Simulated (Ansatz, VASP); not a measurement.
Two plane-wave programs on PmS

```
Pm S
1.0
     3.75513    0.00000    0.00000
    -1.87757    3.25204    0.00000
     0.00000    0.00000    3.66483
Pm S
1 1
Direct
  0.00000 0.00000 0.00000
  0.66667 0.33333 0.50000
```

The cell comes from a database or a generator and needn't be the stable form of this composition.

Alike in both runs: task single point; functional r2SCAN; k mesh 6 × 6 × 5; occupations gaussian, width 0.05 eV; no spin polarisation; Hubbard terms Pm f U = 7 eV.

```csv
,VASP,Ansatz
version,VASP 6.6.1,Ansatz 0.2.0
potentials or method,"VASP PAW PBE potentials, release 64 (Pm, S)",Ansatz PAW earlier set
plane-wave cutoff (eV),520,590
valence electrons in the cell,21,21
```

|  | VASP | Ansatz | Ansatz less VASP |
| --- | --- | --- | --- |
| gap on the k mesh at the Fermi level (eV) | none | none | - |
| pressure (GPa) | 4.5 | 4.4 | -0.14 |
| largest component of the traceless stress (GPa) | 0.57 | 0.85 | +0.277 |

The programs project onto different local orbitals, so the same U acts differently. A gap of «none» marks a metal or a gap that the smearing closes.

Caveats: U without spin polarisation on a metal has little footing; the PAW data sets were made with another functional, which shifts forces and pressure a little (VASP); the magnetic or orbital state may not be the lowest (Ansatz); the PAW data sets come from PBE, with cores solved anew for the run's functional, which leaves a small shift of forces and pressure (Ansatz). Spin polarisation is off, so any magnetic state and its effect on volume and gap are missing. The runs have no spin-orbit coupling, so splittings on Pm are missing.
